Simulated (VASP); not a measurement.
Input for VASP

File POSCAR:
```
Cu
1
   -0.0000000000     1.7616300690     1.7616300690
    1.7616300690    -0.0000000000     1.7616300690
    1.7616300690     1.7616300690     0.0000000000
Cu
1
Direct
  0.0000000000   0.0000000000   0.0000000000
```

KPOINTS:
```
Automatic
0
G
  18 18 18
```

INCAR:
```
SYSTEM  =  Cu
PREC  =  Accurate; ENCUT  =  500; LREAL  =  .False.
LASPH  =  .True.
EDIFF  =  1E-6; NELM  =  100; ALGO  =  Normal
LMAXMIX  =  4
ISMEAR  =  1; SIGMA  =  0.1
IBRION  =  2; NSW  =  40; ISIF  =  3
EDIFFG  =  -0.02
LWAVE  =  .False.; LCHARG  =  .False.
```

POTCAR, in this order: Cu (LDA.64 set). Program: vasp_std.

Q: Write an equivalent input for Ansatz.

A: One equivalent input (not run):
Ansatz 0.2 input:
```yaml
crystal:
  lattice:
    - [0.0000000, 1.7616301, 1.7616301]
    - [1.7616301, 0.0000000, 1.7616301]
    - [1.7616301, 1.7616301, 0.0000000]
  atoms:
    - { symbol: Cu, position: [0.0000000, 0.0000000, 0.0000000] }
kpoints:
  mp_grid: { grid: [18, 18, 18] }
hamiltonian:
  xc: lda
  pseudopotentials: { kind: paw }
scf:
  occupations: { method: methfessel_paxton, width: 0.1 }
  max_iter: 100
relax:
  max_steps: 40
  f_tol: 0.02
  cell: {}
output: { forces: true, stress: true, eigenvalues: true }
```
Limits of the translation: each code has its own PAW files, so the cut-off isn't converted (ENCUT is set for VASP's; basis.ecutwfc is left out, and Ansatz then takes the one that its files recommend); Ansatz stops its SCF on the density residual and VASP on the energy change (EDIFF); Ansatz's lda is the Perdew-Wang form, while the LDA potentials of VASP carry Perdew-Zunger's.

The compound is Cu in the fcc structure. It was relaxed first, which changed the volume by -7 %.
